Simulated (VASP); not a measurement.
Computed with LDA (Ceperley-Alder, Perdew-Zunger), VASP's LDA PAW potentials (set 64) (plane waves; VASP).

VASP input:

KPOINTS:
```
Automatic mesh
0
Gamma
9 9 9
0 0 0
```

INCAR:
```
ISMEAR  =  1
LWAVE  =  .FALSE.
ISIF  =  3   ! ions, shape and volume
ENCUT  =  530
EDIFF  =  1E-7   ! SCF stop (eV)
NSW  =  1   ! most ionic steps
SIGMA  =  0.1   ! width (eV)
POTIM  =  0.015   ! step
IBRION  =  6   ! finite differences
SYSTEM  =  NiSi2
LASPH  =  .TRUE.
LCHARG  =  .FALSE.
LMAXMIX  =  4
ALGO  =  Normal
NFREE  =  2
PREC  =  Accurate
NELM  =  100   ! most electronic steps
LREAL  =  .FALSE.   ! projection in real space or not
```

**POSCAR**
```
NiSi2
1
    0.0000000000     2.6788230475     2.6788230475
    2.6788230475    -0.0000000000     2.6788230475
    2.6788230475     2.6788230475     0.0000000000
Si Ni
2 1
Direct
  0.2500000000   0.2500000000   0.2500000000
  0.7500000000   0.7500000000   0.7500000000
  0.0000000000   0.0000000000   0.0000000000
```

POTCAR, in this order: Si Ni (LDA.64 set). Program: vasp_std.

Output of the run:

### OUTCAR
```
 ion  position               nearest neighbor table
   1  0.250  0.250  0.250-   3 2.32   3 2.32   3 2.32   3 2.32   2 2.68   2 2.68   2 2.68   2 2.68
                             2 2.68   2 2.68
   2  0.750  0.750  0.750-   3 2.32   3 2.32   3 2.32   3 2.32   1 2.68   1 2.68   1 2.68   1 2.68
                             1 2.68   1 2.68
   3  0.000  0.000  0.000-   2 2.32   2 2.32   2 2.32   1 2.32   2 2.32   1 2.32   1 2.32   1 2.32
  LATTYP: Found a face centered cubic cell.
 ALAT       =     5.3576460950
 Subroutine PRICEL returns:
 Original cell was already a primitive cell.
 Subroutine GETGRP returns: Found 48 space group operations
The static configuration has the point symmetry O_h .
The dynamic configuration has the point symmetry O_h .
 Subroutine INISYM returns: Found 48 space group operations
 Subroutine IBZKPT returns following result:
 Found     35 irreducible k-points:

 Following reciprocal coordinates:
            Coordinates               Weight
  0.000000  0.000000  0.000000      1.000000
  0.111111  0.000000  0.000000      8.000000
  0.222222  0.000000  0.000000      8.000000
  0.333333  0.000000  0.000000      8.000000
  0.444444  0.000000  0.000000      8.000000
  0.111111  0.111111  0.000000      6.000000
  0.222222  0.111111  0.000000     24.000000
  0.333333  0.111111  0.000000     24.000000
  0.444444  0.111111  0.000000     24.000000
 -0.444444  0.111111  0.000000     24.000000
 -0.333333  0.111111  0.000000     24.000000
 -0.222222  0.111111  0.000000     24.000000
 -0.111111  0.111111  0.000000     12.000000
  0.222222  0.222222  0.000000      6.000000
  0.333333  0.222222  0.000000     24.000000
  0.444444  0.222222  0.000000     24.000000
 -0.444444  0.222222  0.000000     24.000000
 -0.333333  0.222222  0.000000     24.000000
 -0.222222  0.222222  0.000000     12.000000
  0.333333  0.333333  0.000000      6.000000
  0.444444  0.333333  0.000000     24.000000
...
```

OSZICAR:
```
...
DAV:   6    -0.198943520244E+02    0.15798E-02   -0.14836E-04  7558   0.125E-01    0.921E-03
DAV:   7    -0.198940498662E+02    0.30216E-03   -0.19482E-05  6943   0.454E-02    0.380E-03
DAV:   8    -0.198938779311E+02    0.17194E-03   -0.21330E-06  7700   0.162E-02    0.913E-04
DAV:   9    -0.198938670193E+02    0.10912E-04   -0.31556E-07  5973   0.529E-03    0.356E-04
DAV:  10    -0.198938620883E+02    0.49310E-05   -0.13648E-08  3715   0.120E-03    0.106E-04
DAV:  11    -0.198938616143E+02    0.47397E-06   -0.29983E-09  3290   0.682E-04    0.592E-05
DAV:  12    -0.198938614634E+02    0.15096E-06   -0.67296E-10  3150   0.271E-04    0.244E-05
DAV:  13    -0.198938613865E+02    0.76912E-07   -0.18216E-10  3045   0.175E-04
  10 F= -.19893861E+02 E0= -.19894030E+02  d E =0.505084E-03
       N       E                     dE             d eps       ncg     rms          rms(c)
DAV:   1    -0.199412446702E+02   -0.47383E-01   -0.73952E-01  6761   0.767E+00    0.124E+00
DAV:   2    -0.199058206739E+02    0.35424E-01   -0.40800E-02  7527   0.299E+00    0.664E-01
DAV:   3    -0.198951803614E+02    0.10640E-01   -0.29060E-02  7782   0.279E+00    0.336E-01
DAV:   4    -0.198941268259E+02    0.10535E-02   -0.75027E-03  6902   0.204E+00    0.116E-01
DAV:   5    -0.198938825058E+02    0.24432E-03   -0.66472E-04  7488   0.380E-01    0.434E-02
DAV:   6    -0.198938610174E+02    0.21488E-04   -0.90911E-05  6808   0.874E-02    0.943E-03
DAV:   7    -0.198938613338E+02   -0.31642E-06   -0.38688E-06  7027   0.260E-02    0.564E-03
DAV:   8    -0.198938614643E+02   -0.13051E-06   -0.31552E-07  6426   0.957E-03    0.500E-04
DAV:   9    -0.198938614592E+02    0.51091E-08   -0.20811E-08  3830   0.258E-03
  11 F= -.19893861E+02 E0= -.19894030E+02  d E =0.505044E-03
       N       E                     dE             d eps       ncg     rms          rms(c)
DAV:   1    -0.199148269743E+02   -0.20966E-01   -0.60740E-01  6794   0.690E+00    0.798E-01
DAV:   2    -0.199005429090E+02    0.14284E-01   -0.19124E-02  7575   0.201E+00    0.457E-01
DAV:   3    -0.198943983045E+02    0.61446E-02   -0.12750E-02  7526   0.199E+00    0.226E-01
DAV:   4    -0.198939047332E+02    0.49357E-03   -0.39132E-03  6988   0.143E+00    0.829E-02
DAV:   5    -0.198937854063E+02    0.11933E-03   -0.60513E-04  7848   0.345E-01    0.290E-02
DAV:   6    -0.198938444763E+02   -0.59070E-04   -0.14951E-04  7456   0.114E-01    0.853E-03
DAV:   7    -0.198938547883E+02   -0.10312E-04   -0.17956E-05  6937   0.393E-02    0.354E-03
DAV:   8    -0.198938623090E+02   -0.75207E-05   -0.24099E-06  7120   0.147E-02    0.864E-04
DAV:   9    -0.198938618683E+02    0.44068E-06   -0.41444E-07  6015   0.638E-03    0.290E-04
DAV:  10    -0.198938614857E+02    0.38261E-06   -0.17570E-08  3730   0.138E-03    0.118E-04
DAV:  11    -0.198938614123E+02    0.73347E-07   -0.37280E-09  3320   0.700E-04
  12 F= -.19893861E+02 E0= -.19894030E+02  d E =0.505087E-03
       N       E                     dE             d eps       ncg     rms          rms(c)
DAV:   1    -0.199412712692E+02   -0.47410E-01   -0.76740E-01  6727   0.776E+00    0.124E+00
DAV:   2    -0.199058112478E+02    0.35460E-01   -0.40657E-02  7529   0.297E+00    0.663E-01
DAV:   3    -0.198951058982E+02    0.10705E-01   -0.28701E-02  7665   0.274E+00    0.327E-01
DAV:   4    -0.198941294349E+02    0.97646E-03   -0.73107E-03  6895   0.200E+00    0.117E-01
DAV:   5    -0.198938818703E+02    0.24756E-03   -0.67347E-04  7583   0.393E-01    0.431E-02
DAV:   6    -0.198938610141E+02    0.20856E-04   -0.89711E-05  6932   0.859E-02    0.925E-03
DAV:   7    -0.198938613328E+02   -0.31870E-06   -0.37065E-06  7071   0.254E-02    0.559E-03
DAV:   8    -0.198938614650E+02   -0.13218E-06   -0.30919E-07  6497   0.964E-03    0.481E-04
DAV:   9    -0.198938614593E+02    0.57430E-08   -0.20772E-08  3800   0.275E-03
  13 F= -.19893861E+02 E0= -.19894030E+02  d E =0.505042E-03
       N       E                     dE             d eps       ncg     rms          rms(c)
DAV:   1    -0.199194272939E+02   -0.25566E-01   -0.34301E-01  3893   0.548E+00    0.508E-01
DAV:   2    -0.199090147015E+02    0.10413E-01   -0.10826E-02  4453   0.135E+00    0.315E-01
DAV:   3    -0.198979725400E+02    0.11042E-01   -0.89896E-03  4773   0.174E+00    0.200E-01
DAV:   4    -0.198965948637E+02    0.13777E-02   -0.27560E-03  4363   0.119E+00    0.230E-02
DAV:   5    -0.198963822293E+02    0.21263E-03   -0.18130E-04  4108   0.126E-01    0.136E-02
DAV:   6    -0.198961760747E+02    0.20615E-03   -0.25047E-05  4938   0.514E-02    0.558E-03
DAV:   7    -0.198960869520E+02    0.89123E-04   -0.62004E-06  4353   0.279E-02    0.210E-03
DAV:   8    -0.198960609241E+02    0.26028E-04   -0.82009E-07  4152   0.850E-03    0.833E-04
DAV:   9    -0.198960569115E+02    0.40126E-05   -0.69121E-08  2385   0.309E-03    0.298E-04
DAV:  10    -0.198960560141E+02    0.89742E-06   -0.13003E-08  2115   0.189E-03    0.119E-04
DAV:  11    -0.198960557929E+02    0.22120E-06   -0.37542E-09  2010   0.880E-04    0.723E-05
DAV:  12    -0.198960556444E+02    0.14849E-06   -0.12848E-09  1865   0.649E-04    0.366E-05
DAV:  13    -0.198960556036E+02    0.40797E-07   -0.48016E-10  1860   0.310E-04
  14 F= -.19896056E+02 E0= -.19896218E+02  d E =0.486160E-03
       N       E                     dE             d eps       ncg     rms          rms(c)
DAV:   1    -0.198956829940E+02    0.37265E-03   -0.12889E-01  3370   0.251E+00    0.152E-01
DAV:   2    -0.198961278955E+02   -0.44490E-03   -0.65487E-03  4244   0.835E-01    0.800E-02
DAV:   3    -0.198960529172E+02    0.74978E-04   -0.25419E-04  3882   0.147E-01    0.176E-02
DAV:   4    -0.198960571062E+02   -0.41890E-05   -0.42109E-05  4193   0.915E-02    0.153E-02
DAV:   5    -0.198960561315E+02    0.97472E-06   -0.66003E-06  4159   0.678E-02    0.107E-02
DAV:   6    -0.198960555918E+02    0.53964E-06   -0.15486E-06  4756   0.218E-02    0.139E-03
DAV:   7    -0.198960555932E+02   -0.13581E-08   -0.22868E-07  3431   0.342E-03
  15 F= -.19896056E+02 E0= -.19896218E+02  d E =0.486145E-03
       N       E                     dE             d eps       ncg     rms          rms(c)
DAV:   1    -0.198955364988E+02    0.51909E-03   -0.10232E+00  1950   0.779E+00    0.154E-01
DAV:   2    -0.198960548749E+02   -0.51838E-03   -0.88080E-03  2555   0.124E+00    0.117E-01
DAV:   3    -0.198959401600E+02    0.11471E-03   -0.76197E-04  2453   0.695E-01    0.935E-02
DAV:   4    -0.198957982673E+02    0.14189E-03   -0.29413E-04  2910   0.273E-01    0.238E-02
DAV:   5    -0.198957919975E+02    0.62698E-05   -0.34646E-05  2867   0.120E-01    0.414E-03
DAV:   6    -0.198957940795E+02   -0.20820E-05   -0.24246E-06  2506   0.184E-02    0.312E-03
DAV:   7    -0.198957957666E+02   -0.16872E-05   -0.52053E-07  2553   0.144E-02    0.765E-04
DAV:   8    -0.198957962608E+02   -0.49418E-06   -0.71503E-08  1410   0.437E-03    0.174E-04
DAV:   9    -0.198957964302E+02   -0.16933E-06   -0.20793E-08  1335   0.142E-03    0.113E-04
DAV:  10    -0.198957964722E+02   -0.41997E-07   -0.53135E-09  1170   0.116E-03
  16 F= -.19895796E+02 E0= -.19895942E+02  d E =0.437802E-03
       N       E                     dE             d eps       ncg     rms          rms(c)
DAV:   1    -0.198964798190E+02   -0.68339E-03   -0.30182E+00  1950   0.132E+01    0.307E-01
DAV:   2    -0.198970705574E+02   -0.59074E-03   -0.21861E-02  2495   0.211E+00    0.245E-01
DAV:   3    -0.198964832041E+02    0.58735E-03   -0.31134E-03  2494   0.143E+00    0.174E-01
DAV:   4    -0.198958276777E+02    0.65553E-03   -0.86725E-04  2693   0.396E-01    0.534E-02
DAV:   5    -0.198957956271E+02    0.32051E-04   -0.17070E-04  2663   0.303E-01    0.918E-03
DAV:   6    -0.198957966134E+02   -0.98631E-06   -0.15797E-05  2457   0.601E-02    0.596E-03
DAV:   7    -0.198957964861E+02    0.12736E-06   -0.86477E-07  2564   0.225E-02    0.228E-03
DAV:   8    -0.198957964837E+02    0.23813E-08   -0.86465E-08  1420   0.538E-03
  17 F= -.19895796E+02 E0= -.19895942E+02  d E =0.437920E-03
```

**OUTCAR**
```
------------------------ aborting loop because EDIFF is reached ----------------------------------------
  FORCE on cell =-STRESS in cart. coord.  units (eV):
  Direction    XX          YY          ZZ          XY          YZ          ZX
  --------------------------------------------------------------------------------------
  Total        0.0289432      0.0322589      0.0322589      0.0000000     -0.0000000      0.0000000
  in kB        1.2061312      1.3443039      1.3443039      0.0000000     -0.0000000      0.0000000
  external PRESSURE =       1.2982463 kB  Pullay stress =       0.0000000 kB
  volume of cell :       38.45
      direct lattice vectors                 reciprocal lattice vectors
     0.000000000  2.678823047  2.678823047    -0.186649133  0.186649133  0.186649133
     2.678823047  0.000000000  2.678823047     0.186649133 -0.186649133  0.186649133
     2.678823047  2.678823047  0.000000000     0.186649133  0.186649133 -0.186649133
 POSITION                                       TOTAL-FORCE (eV/Angst)
 -----------------------------------------------------------------------------------
      1.33941      1.33941      1.33941        -0.076860     -0.000000     -0.000000
      4.01823      4.01823      4.01823        -0.076860      0.000000      0.000000
     -0.01500      0.00000      0.00000         0.153719      0.000000      0.000000
 -----------------------------------------------------------------------------------
    total drift:                               -0.000909      0.000001      0.000000
  FREE ENERGIE OF THE ION-ELECTRON SYSTEM (eV)
  ---------------------------------------------------
  free  energy   TOTEN  =       -19.8957964837 eV

  energy  without entropy=      -19.8962344034  energy(sigma->0) =      -19.89594246

   1 f  =    9.682955 THz    60.839803 2PiTHz  322.988623 cm-1    40.045467 meV
             X         Y         Z           dx          dy          dz
      1.339412  1.339412  1.339412    -0.014117   -0.706966    0.000000
      4.018235  4.018235  4.018235     0.014117    0.706966   -0.000000
      0.000000  0.000000  0.000000    -0.000000    0.000000    0.000000

   2 f  =    9.682955 THz    60.839803 2PiTHz  322.988623 cm-1    40.045467 meV
             X         Y         Z           dx          dy          dz
      1.339412  1.339412  1.339412     0.706966   -0.014117    0.000000
      4.018235  4.018235  4.018235    -0.706966    0.014117   -0.000000
      0.000000  0.000000  0.000000     0.000000   -0.000000    0.000000

   3 f  =    9.682955 THz    60.839803 2PiTHz  322.988623 cm-1    40.045467 meV
             X         Y         Z           dx          dy          dz
      1.339412  1.339412  1.339412    -0.000000    0.000000    0.707107
      4.018235  4.018235  4.018235    -0.000000   -0.000000   -0.707107
      0.000000  0.000000  0.000000     0.000000    0.000000    0.000000

   4 f  =    9.350362 THz    58.750057 2PiTHz  311.894505 cm-1    38.669973 meV
             X         Y         Z           dx          dy          dz
      1.339412  1.339412  1.339412     0.139932    0.408267    0.263634
      4.018235  4.018235  4.018235     0.139932    0.408267    0.263634
      0.000000  0.000000  0.000000    -0.193382   -0.564211   -0.364333

   5 f  =    9.350362 THz    58.750057 2PiTHz  311.894505 cm-1    38.669973 meV
             X         Y         Z           dx          dy          dz
      1.339412  1.339412  1.339412    -0.085478   -0.249391    0.431582
      4.018235  4.018235  4.018235    -0.085478   -0.249391    0.431582
      0.000000  0.000000  0.000000     0.118128    0.344651   -0.596432

   6 f  =    9.350362 THz    58.750057 2PiTHz  311.894505 cm-1    38.669973 meV
             X         Y         Z           dx          dy          dz
      1.339412  1.339412  1.339412     0.478412   -0.163974   -0.000000
      4.018235  4.018235  4.018235     0.478412   -0.163974   -0.000000
      0.000000  0.000000  0.000000    -0.661149    0.226607    0.000000

   7 f/i=    0.005247 THz     0.032970 2PiTHz    0.175033 cm-1     0.021701 meV
             X         Y         Z           dx          dy          dz
      1.339412  1.339412  1.339412     0.494193    0.002674   -0.000882
      4.018235  4.018235  4.018235     0.494193    0.002674   -0.000882
      0.000000  0.000000  0.000000     0.715202    0.003870   -0.001276

   8 f/i=    0.005247 THz     0.032970 2PiTHz    0.175033 cm-1     0.021701 meV
             X         Y         Z           dx          dy          dz
      1.339412  1.339412  1.339412     0.002582   -0.368739    0.329028
      4.018235  4.018235  4.018235     0.002582   -0.368739    0.329028
      0.000000  0.000000  0.000000     0.003737   -0.533644    0.476174

   9 f/i=    0.005247 THz     0.032970 2PiTHz    0.175033 cm-1     0.021701 meV
             X         Y         Z           dx          dy          dz
      1.339412  1.339412  1.339412    -0.001122    0.329027    0.368747
      4.018235  4.018235  4.018235    -0.001122    0.329027    0.368747
      0.000000  0.000000  0.000000    -0.001624    0.476173    0.533655

 ELASTIC MODULI CONTR FROM IONIC RELAXATION (kBar)
 Direction    XX          YY          ZZ          XY          YZ          ZX
 --------------------------------------------------------------------------------
 XX          -0.0000     -0.0000     -0.0000      0.0000      0.0000      0.0000
 YY          -0.0000     -0.0000     -0.0000      0.0000      0.0000      0.0000
 ZZ          -0.0000     -0.0000     -0.0000      0.0000      0.0000      0.0000
 XY           0.0000      0.0000      0.0000   -475.9998     -0.0000     -0.0000
 YZ           0.0000      0.0000      0.0000     -0.0000   -475.9998     -0.0000
 ZX           0.0000      0.0000      0.0000     -0.0000     -0.0000   -475.9998
 --------------------------------------------------------------------------------

 TOTAL ELASTIC MODULI (kBar)
 Direction    XX          YY          ZZ          XY          YZ          ZX
 --------------------------------------------------------------------------------
 XX        2014.6516   1389.6981   1389.6981      0.0000      0.0000      0.0000
 YY        1389.6981   2014.6516   1389.6981      0.0000     -0.0000      0.0000
 ZZ        1389.6981   1389.6981   2014.6516      0.0000      0.0000      0.0000
 XY           0.0000      0.0000      0.0000    670.9697     -0.0000     -0.0000
 YZ           0.0000     -0.0000      0.0000     -0.0000    670.9697     -0.0000
 ZX           0.0000      0.0000      0.0000     -0.0000     -0.0000    670.9697
 --------------------------------------------------------------------------------
```
(Selected blocks of OUTCAR.)

Finite-difference elastic constants of metals are sensitive to mesh and smearing; shear constants can be off by tens of GPa.

The compound is NiSi2 in the fluorite structure. It was relaxed first. The run is not spin-polarised, so no magnetic state was tried.
